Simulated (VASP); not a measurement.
# Sr3Ta2RhO9 in VASP: further runs

One crystal, Sr3Ta2RhO9, is run at these levels: PBE; tasks: single point.

All numbers are computed with VASP 6.6.1; they aren't measurements. Logs are shortened: lines on timing, memory, paths and dates and some standing lists are left out, and cuts for length are marked.

## (1) Starting point

The cell holds a amorphous, 15 atoms: a = 5.796 Å, b = 6.158 Å, c = 5.852 Å, α = 97.34°, β = 107.61°, γ = 86.52°.

The cell was built by a generator and needn't be a form met in nature.

## (2) Single point, PBE

INCAR reads:

```
SYSTEM = Sr3Ta2RhO9
PREC = Accurate ; ENCUT = 520
EDIFF = 1E-6 ; ISMEAR = -1
SIGMA = 0.1 ; LREAL = Auto
LASPH = .True. ; NELM = 100
ALGO = Fast ; ISIF = 2
LWAVE = .False. ; LCHARG = .True.
GGA = PE ; LELF = .True.
LVHAR = .True. ; NBANDS = 74
```

KPOINTS reads:

```
Automatic mesh
0
Gamma
  3 3 3
  0 0 0
```

POSCAR reads:

```
Sr3Ta2RhO9
1.0
    5.7663250000     -0.5699250000      0.1331920000
    0.9730860000      6.0781310000      0.1665380000
   -1.9651950000     -0.5933780000      5.4800490000
Sr Rh Ta O
3 1 2 9
Direct
    0.4561773699      0.4283307142      0.2513748478
    0.8291477614      0.2279829993      0.9225392544
    0.2355184476      0.3228576946      0.7014913101
    0.4984377184      0.8296536465      0.7989956339
    0.9654262576      0.7381393213      0.8002486291
    0.1665446579      0.8441757227      0.3669341729
    1.0057775913      0.2948957099      0.3411062801
    0.6236246342      0.7507685203      0.1042154367
    0.6902823959      0.5856386437      0.6642177504
    1.0559739314      0.6170892555      0.5361833279
    0.3865447420      0.0220135308      0.4867683197
    0.6050131697      0.5253700586     -0.0011613022
    0.1983633312      0.0978311930      0.9522203141
    0.1803454208      0.6471032450      0.0300313286
    1.0269772054      1.0302364803      0.6052875310
```

Potentials or basis: VASP PAW PBE potentials, release 64 (Sr_sv, Rh_pv, Ta_pv, O).

The run is started by

```
cat potpaw_PBE.64/Sr_sv/POTCAR potpaw_PBE.64/Rh_pv/POTCAR potpaw_PBE.64/Ta_pv/POTCAR potpaw_PBE.64/O/POTCAR > POTCAR
mpirun -np 1 vasp_std > vasp.out
```

OUTCAR:

```text
SYSTEM = Sr3Ta2RhO9
   PREC = Accurate
   ENCUT = 520
   EDIFF = 1E-6
   ISMEAR = -1
   LREAL = Auto
   LASPH = .True.
   NELM = 100
   ISIF = 2
   GGA = PE

 ion  position               nearest neighbor table
   1  0.456  0.428  0.251-  12 2.08  14 2.23   9 2.49   8 2.61  13 2.70   7 2.99   3 3.08   6 3.09
                            11 3.11   7 3.14  10 3.32   2 3.39   3 3.40   4 3.74   2 3.76   5 3.84
   2  0.829  0.228  0.923-  13 2.20  12 2.26   7 2.34  15 2.60   9 2.77   4 3.08   5 3.12   3 3.13
                            11 3.21  14 3.26   3 3.33   1 3.39   5 3.50   8 3.51   6 3.76   1 3.76
   3  0.236  0.323  0.701-   7 2.12  15 2.15  13 2.21  10 2.22  11 2.38  12 2.59  14 2.66   5 3.00
                             1 3.08   2 3.13   9 3.25   6 3.30   2 3.33   4 3.35   1 3.40   9 3.42
   4  0.498  0.830  0.799-   8 1.83   9 2.03  11 2.21  12 2.29  13 2.60   6 2.68   5 2.73   2 3.08
                             5 3.18   3 3.35   3 3.46   1 3.74   1 3.91   2 4.11
   5  0.965  0.738  0.800-  14 1.66   9 1.81  10 1.84  15 2.35  13 2.58   4 2.73   3 3.00   2 3.12
                             6 3.16   4 3.18   6 3.24   2 3.50   1 3.84   1 4.01   3 4.18
   6  0.167  0.844  0.367-  11 1.66  15 2.02  10 2.05  14 2.20   4 2.68   1 3.09   5 3.16   5 3.24
                             3 3.30   2 3.76   3 3.91   1 4.27
   7  0.006  0.295  0.341-   3 2.12   2 2.34   1 2.99   1 3.14
   8  0.624  0.751  0.104-  12 1.44   4 1.83   1 2.61   2 3.51
   9  0.690  0.586  0.664-   5 1.81   4 2.03   1 2.49   2 2.77   3 3.25   3 3.42
  10  0.056  0.617  0.536-   5 1.84   6 2.05   3 2.22   1 3.32
  11  0.387  0.022  0.487-   6 1.66   4 2.21   3 2.38   1 3.11   2 3.21
  12  0.605  0.525  0.999-   8 1.44   1 2.08   2 2.26   4 2.29   3 2.59
  13  0.198  0.098  0.952-   2 2.20   3 2.21   5 2.58   4 2.60   1 2.70
  14  0.180  0.647  0.030-   5 1.66   6 2.20   1 2.23   3 2.66   2 3.26
  15  0.027  0.030  0.605-   6 2.02   3 2.15   5 2.35   2 2.60

  LATTYP: Found a triclinic cell.
 ALAT       =     9.4003101721
 B/A-ratio  =     1.2579577841
 C/A-ratio  =     0.8718762897
 COS(alpha) =     0.0137469317
 COS(beta)  =     0.4813011710
 COS(gamma) =     0.8558919153

  Lattice vectors:

 A1 = (   7.7315200000,   0.0234530000,  -5.3468570000)
 A2 = (   8.7046060000,   6.1015840000,  -5.1803190000)
 A3 = (   4.7932390000,  -6.6480560000,  -0.0333460000)

Analysis of symmetry for initial positions (statically):
=====================================================================
 Subroutine PRICEL returns:
 Original cell was already a primitive cell.

 Routine SETGRP: Setting up the symmetry group for a
 triclinic supercell.

 Subroutine GETGRP returns: Found  1 space group operations
 (whereof  1 operations were pure point group operations)
 out of a pool of  2 trial point group operations.

The static configuration has the point symmetry C_1 .

Analysis of symmetry for dynamics (positions and initial velocities):
=====================================================================
 Subroutine PRICEL returns:
 Original cell was already a primitive cell.

 Routine SETGRP: Setting up the symmetry group for a
 triclinic supercell.

 Subroutine GETGRP returns: Found  1 space group operations
 (whereof  1 operations were pure point group operations)
 out of a pool of  2 trial point group operations.

The dynamic configuration has the point symmetry C_1 .

 Subroutine INISYM returns: Found  1 space group operations
 (whereof  1 operations are pure point group operations),
 and found     1 'primitive' translations

----------------------------------------------------------------------------------------

                                     Primitive cell

  volume of cell :     197.3769

  direct lattice vectors                    reciprocal lattice vectors
     5.766325000 -0.569925000  0.133192000     0.169256236 -0.028675280  0.057591863
     0.973086000  6.078131000  0.166538000     0.015423200  0.161424602  0.023009904
    -1.965195000 -0.593378000  5.480049000    -0.004582464 -0.004208724  0.180381088

  length of vectors
     5.795951917  6.157784319  5.851924972     0.181071168  0.163784104  0.180488363

  position of ions in fractional coordinates (direct lattice)
     0.456177370  0.428330714  0.251374848
     0.829147761  0.227982999  0.922539254
     0.235518448  0.322857695  0.701491310
     0.498437718  0.829653646  0.798995634
     0.965426258  0.738139321  0.800248629
     0.166544658  0.844175723  0.366934173
     0.005777591  0.294895710  0.341106280
     0.623624634  0.750768520  0.104215437
     0.690282396  0.585638644  0.664217750
     0.055973931  0.617089255  0.536183328
     0.386544742  0.022013531  0.486768320
     0.605013170  0.525370059  0.998838698
     0.198363331  0.097831193  0.952220314
     0.180345421  0.647103245  0.030031329
     0.026977205  0.030236480  0.605287531

  ion indices of the primitive-cell ions
   primitive index   ion index
[... 78 lines left out ...]
   EDIFFG = 0.1E-04   stopping-criterion for IOM
   NSW    =      0    number of steps for IOM
   IBRION =     -1    ionic relax: 0-MD 1-quasi-New 2-CG
   NFREE  =      0    steps in history (QN), initial steepest desc. (CG)
   ISIF   =      2    stress and relaxation
   ISYM   =      2    0-nonsym 1-usesym 2-fastsym
   POTIM  = 0.5000    time-step for ionic-motion
   TEBEG  =    0.0;   TEEND  =   0.0 temperature during run
   PSTRESS=    0.0 pullay stress
   NELECT =     121.0000    total number of electrons
   NUPDOWN=      -1.0000    fix difference up-down
   EMIN   =  10.00;   EMAX   =-10.00  energy-range for DOS
   EFERMI =   0.00;   METHOD = LEGACY
   ISMEAR =    -1;   SIGMA  =   0.10  broadening in eV -4-tet -1-fermi 0-gaus
   EFERMI_NEDOS =   21; number of points for ismear=-14 and -15
   IALGO  =     68    algorithm
   IMIX   =      4    mixing-type and parameters
     AMIX     =   0.40;   BMIX     =  1.00
     AMIX_MAG =   1.60;   BMIX_MAG =  1.00
  volume/ion in A,a.u.               =      13.16        88.80
  Fermi-wavevector in a.u.,A,eV,Ry     =   1.390714  2.628068 26.314830  1.934085
  Thomas-Fermi vector in A             =   2.514623
   LORBIT       =      0    0 simple, 1 ext, 2 COOP (PROOUT), +10 PAW based schemes
   GGA     = PE    functional components
   LHFCALC =     F    Hartree Fock is set to
   AEXX    =    0.0000 exact exchange contribution
   IVDW    =     0    specifies the selected vdW correction
   LEPSILON=     F    determine dielectric tensor
   LRPA    =     F    only Hartree local field effects (RPA)
 non-spin polarized calculation
 RMM-DIIS sequential band-by-band and
  energy-cutoff  :      520.00
  volume of cell :      197.38
 maximum number of plane-waves:      5336
 NGX is ok and might be reduce to    48
   NGX = 21   NGY = 23   NGZ = 21

 number of electron     121.0000007 magnetization

 Free energy of the ion-electron system (eV)
  ---------------------------------------------------
  ext. energy  EPLUGINS =         0.00000000
  ---------------------------------------------------
  free energy    TOTEN  =       -96.68769031 eV

  energy without entropy =      -96.53569466  energy(sigma->0) =      -96.61169248

 E-fermi :   5.2629     XC(G=0): -10.9129

 val. band max:        5.2496487557   @ k =   0.0000   0.3333   0.3333
 cond. band min:       5.2702099432   @ k =  -0.0000   0.3333   0.0000
 fundamental gap:      0.0205611876
 Fermi energy:         5.2628776749

 k-point     1 :       0.0000    0.0000    0.0000
  band No.  band energies     occupation
      1     -41.9959      2.00000
      2     -41.5110      2.00000
      3     -41.2184      2.00000
      4     -31.7130      2.00000
      5     -31.6129      2.00000
      6     -31.0194      2.00000
[... 64 lines left out ...]
     71       8.8486      0.00000
     72       9.1187      0.00000
[... 973 lines left out ...]
     71       8.9375      0.00000
     72       9.1648      0.00000
 [bands above 72 left out]

------------------------ aborting loop because EDIFF is reached ----------------------------------------

  FORCE on cell =-STRESS in cart. coord.  units (eV):
  Direction    XX          YY          ZZ          XY          YZ          ZX
  --------------------------------------------------------------------------------------
  -------------------------------------------------------------------------------------
  Total       39.4394111     43.8038012     53.4421632     -2.8032579    -11.1044550      6.5108955
  in kB      320.1434506    355.5707268    433.8086717    -22.7550214    -90.1387329     52.8512086
  external PRESSURE =     369.8409497 kB  Pullay stress =       0.0000000 kB

 VOLUME and BASIS-vectors are now :
 -----------------------------------------------------------------------------
  energy-cutoff  :      520.00
  volume of cell :      197.38
      direct lattice vectors                 reciprocal lattice vectors
     5.766325000 -0.569925000  0.133192000     0.169256236 -0.028675280  0.057591863
     0.973086000  6.078131000  0.166538000     0.015423200  0.161424602  0.023009904
    -1.965195000 -0.593378000  5.480049000    -0.004582464 -0.004208724  0.180381088

 POSITION                                       TOTAL-FORCE (eV/Angst)
 -----------------------------------------------------------------------------------
      2.55327      2.19430      1.50964        -0.961884     -3.909755      4.248482
      3.19001      0.36574      5.20396        -0.604082     -0.027483      0.260042
      0.29368      1.41189      3.92934         3.024272     -0.126609      0.157361
      2.11130      4.28457      4.58309        -0.092737      5.170675     -2.584034
      4.71259      3.46144      4.63692        -2.324918     10.968873     -7.998821
      1.06071      4.81836      2.17359        -9.137337     -0.211991     -1.451305
     -0.35007      1.58672      1.91916        -0.447197     -0.827658     -3.850058
      4.12178      4.14601      0.77920         0.831711     -0.857460      3.257512
      3.24495      2.77205      3.82942        -1.202357     -1.948018     -1.969882
     -0.13046      3.40069      3.04854         2.112764      1.632664     -2.123754
      1.29377     -0.37534      2.72267         8.536208      3.266946      3.270992
      2.03702      2.25577      5.64176         0.505717     -1.530436      0.140529
     -0.63227     -0.08345      5.26093         1.615644     -2.708501      4.554129
      1.61060      3.81257      0.29636         2.011823     -4.828738      8.235987
     -1.00453     -0.19076      3.32563        -3.867628     -4.062509     -4.147181
 -----------------------------------------------------------------------------------
    total drift:                               -0.008856     -0.012789      0.006521

  FREE ENERGIE OF THE ION-ELECTRON SYSTEM (eV)
  ---------------------------------------------------
  free  energy   TOTEN  =       -96.6876903090 eV

  energy  without entropy=      -96.5356946591  energy(sigma->0) =      -96.61169248
```

Wall time 5 min (1 thread of Intel Xeon 6975P-C (Granite Rapids), shared host); peak memory 0.4 GiB.

What came out:

- Free energy: -96.6877 eV
- Pressure: 37.0 GPa
- Largest force: 13.773 eV/Å
- Band gap on the k mesh: none (metal or under the smearing width)

Forces in eV/Å, atoms in the order of the input:
```
Sr  -0.962 -3.910  4.248
Sr  -0.604 -0.027  0.260
Sr   3.024 -0.127  0.157
Rh  -0.093  5.171 -2.584
Ta  -2.325 10.969 -7.999
Ta  -9.137 -0.212 -1.451
O   -0.447 -0.828 -3.850
O    0.832 -0.857  3.258
O   -1.202 -1.948 -1.970
O    2.113  1.633 -2.124
O    8.536  3.267  3.271
O    0.506 -1.530  0.141
O    1.616 -2.709  4.554
O    2.012 -4.829  8.236
O   -3.868 -4.063 -4.147
```

Stress tensor (GPa, compression positive):
```
32.01 -2.28  5.29
-2.28 35.56 -9.01
 5.29 -9.01 43.38
```

Levels at points of the mesh, in eV from the Fermi level:
| k point | band 57 | band 58 | band 59 | band 60 | band 61 | band 62 | band 63 | band 64 |
| --- | --- | --- | --- | --- | --- | --- | --- | --- |
| (0.00, 0.00, 0.00) | -1.56 | -1.36 | -0.91 | -0.54 | 0.08 | 0.25 | 0.85 | 0.97 |

Caveat: the k mesh is coarse (spacing up to 0.38 Å⁻¹), so the values aren't converged; a pressure of tens of GPa on the cell as given is suspect, and the run, the potentials or the cell itself is likely at fault; an odd number of electrons without spin polarisation forces a metal; a magnetic or distorted state may lie lower.

## (3) Single point, PBE

INCAR reads:

```
SYSTEM = Sr3Ta2RhO9
ALGO = Fast ; EDIFF = 1E-6
ENCUT = 520 ; GGA = PE
ISIF = 2 ; ISMEAR = -1
LASPH = .True. ; LCHARG = .False.
LREAL = Auto ; LWAVE = .False.
NBANDS = 74 ; NELM = 100
PREC = Accurate ; SIGMA = 0.1
```

KPOINTS reads:

```
k-points
0
Gamma
  3 3 3
  0 0 0
```

POSCAR reads:

```
Sr3Ta2RhO9
1.0
    5.7663250000     -0.5699250000      0.1331920000
    0.9730860000      6.0781310000      0.1665380000
   -1.9651950000     -0.5933780000      5.4800490000
Sr Rh Ta O
3 1 2 9
Direct
    0.5235143597      0.4023684007      0.3138706327
    0.8481751511      0.2247941841      0.9427098337
    0.2690740866      0.3244867126      0.7480993539
    0.4870943157      0.8495428775      0.7526242488
    0.9495987873      0.7731486924      0.7644266322
    0.1406005891      0.8401796053      0.3522458093
    1.0411766147      0.1666242685      0.2942804584
    0.7901728425      0.7552497440      0.0837318274
    0.6972398027      0.5927212556      0.5847689726
    1.2054937208      0.6422732898      0.6008028343
    0.4777635957      0.0519870854      0.5174962643
    0.5463940822      0.4838126579     -0.0641411259
    0.3315115380      0.0831939615      1.1232723210
    0.0336991158      0.5210827540      0.1155271545
    0.9398728122      0.9599200848      0.5768414278
```

Potentials or basis: VASP PAW PBE potentials, release 64 (Sr_sv, Rh_pv, Ta_pv, O).

The run is started by

```
cat potpaw_PBE.64/Sr_sv/POTCAR potpaw_PBE.64/Rh_pv/POTCAR potpaw_PBE.64/Ta_pv/POTCAR potpaw_PBE.64/O/POTCAR > POTCAR
mpirun -np 1 vasp_std > vasp.out
```

It took 6 min on 1 thread of Intel Xeon 6975P-C (Granite Rapids), shared host; peak memory 0.4 GiB.

The run converged. Its results:

- Free energy: -97.0789 eV
- Pressure: 26.4 GPa
- Largest force: 11.204 eV/Å
- Band gap on the k mesh: none (metal or under the smearing width)

Forces in eV/Å, atoms in the order of the input:
```
Sr  -2.621 -3.910 -6.060
Sr  -0.738  0.100 -2.255
Sr  -5.479 -4.457 -3.584
Rh   0.758 -1.571  3.403
Ta  -3.104 -7.868  7.348
Ta   1.114  5.129 -3.159
O   -1.261 -2.254  3.055
O    2.400  4.258 -0.556
O    3.402  3.501  6.154
O   -2.275  0.162 -0.715
O   -1.310 -0.805  0.317
O    2.699  1.339  3.252
O   -0.654 -2.496 -4.383
O    5.297  2.122  1.397
O    1.774  6.749 -4.214
```

Stress tensor (GPa, compression positive):
```
20.75  1.39  7.54
 1.39 28.52 -1.14
 7.54 -1.14 29.85
```

Levels at points of the mesh, in eV from the Fermi level:
| k point | band 56 | band 57 | band 58 | band 59 | band 60 | band 61 | band 62 | band 63 | band 64 | band 65 |
| --- | --- | --- | --- | --- | --- | --- | --- | --- | --- | --- |
| (0.00, 0.00, 0.00) | -0.98 | -0.77 | -0.70 | -0.53 | -0.42 | -0.02 | 0.25 | 0.86 | 1.10 | 1.74 |

Caveat: the k mesh is coarse (spacing up to 0.38 Å⁻¹), so the values aren't converged; so large a pressure means that the cell lies far from this level's equilibrium, or that cutoff or potentials fall short; an odd number of electrons without spin polarisation forces a metal; a magnetic or distorted state may lie lower. Spin-orbit coupling is left out, which matters for the levels of Ta.

## (4) Single point, PBE

INCAR reads:

```
PREC     = Accurate       # precision mode
ENCUT    = 520            # plane-wave cutoff, eV
EDIFF    = 1E-6           # SCF threshold, eV
ISMEAR   = -1             # smearing method
SIGMA    = 0.1            # smearing width, eV
LREAL    = Auto         
LASPH    = T              # aspherical terms in the spheres
NELM     = 100            # most SCF steps
ALGO     = Fast           # electronic algorithm
ISIF     = 2              # what is computed and relaxed
LWAVE    = F              # write WAVECAR
LCHARG   = F              # write CHGCAR
GGA      = PE             # functional
NBANDS   = 74             # bands
```

KPOINTS reads:

```
Automatic mesh
0
Gamma
  3 3 3
```

POSCAR reads:

```
Sr3Ta2RhO9
1.0
    5.7663250000     -0.5699250000      0.1331920000
    0.9730860000      6.0781310000      0.1665380000
   -1.9651950000     -0.5933780000      5.4800490000
Sr Rh Ta O
3 1 2 9
Direct
    0.5449027037      0.3589485490      0.3219695199
    0.8511938963      0.2233744476      0.9328749522
    0.2411677658      0.3018932089      0.7460403532
    0.4947047408      0.8668562236      0.7553331703
    0.9680681381      0.7938266603      0.7633889340
    0.1221161399      0.8505840436      0.3252179938
    1.0329808672      0.1493191561      0.3722311422
    0.8902518718      0.9435417991      0.0082154391
    0.7288379450      0.5946338642      0.5576522184
    1.1826397724      0.6613378133      0.6147496066
    0.4780618183      0.0238165247      0.5121803900
    0.6234638741      0.4792652475      0.0054776379
    0.3706773213     -0.0835090180      1.0361152192
    0.1585594954      0.5501975472      0.1550238592
    0.8111054068      1.0087634268      0.5125333378
```

The run is started by

```
cat potpaw_PBE.64/Sr_sv/POTCAR potpaw_PBE.64/Rh_pv/POTCAR potpaw_PBE.64/Ta_pv/POTCAR potpaw_PBE.64/O/POTCAR > POTCAR
mpirun -np 1 vasp_std > vasp.out
```

Wall time 6 min (1 thread of Intel Xeon 6975P-C (Granite Rapids), shared host); peak memory 0.4 GiB.

It converged, with:

```yaml
Free_energy: -99.5794 eV
Pressure: 29.0 GPa
Largest_force: 13.446 eV/Å
Band_gap_on_the_k_mesh: none (metal or under the smearing width)
```

Forces on the atoms (eV/Å):
```
Sr  -2.178 -3.105 -2.823
Sr   3.006 13.051 -1.197
Sr   1.026  0.661  0.637
Rh  -1.356 -3.708  2.901
Ta  -1.491 -1.718 -6.151
Ta   1.931  0.028  1.284
O    2.580  2.236 -1.308
O   -4.569 -9.796  6.948
O    2.215  2.581  4.798
O    3.549 -2.245 -2.323
O   -2.706  1.674 -3.142
O   -1.845  0.981 -0.886
O   -1.753  1.341 -0.746
O   -0.256  1.818 -1.338
O    1.847 -3.800  3.345
```

Stress tensor (GPa, compression positive):
```
 30.18  -0.37 -11.71
 -0.37  32.87   5.37
-11.71   5.37  23.86
```

Levels at points of the mesh, in eV from the Fermi level:
| k point | band 57 | band 58 | band 59 | band 60 | band 61 | band 62 | band 63 | band 64 |
| --- | --- | --- | --- | --- | --- | --- | --- | --- |
| (0.00, 0.00, 0.00) | -1.29 | -0.99 | -0.81 | -0.57 | 0.03 | 0.35 | 1.01 | 1.43 |

Caveat: the k mesh is coarse (spacing up to 0.38 Å⁻¹), so the values aren't converged; a pressure of tens of GPa on the cell as given is suspect, and the run, the potentials or the cell itself is likely at fault; an odd number of electrons without spin polarisation forces a metal; a magnetic or distorted state may lie lower.
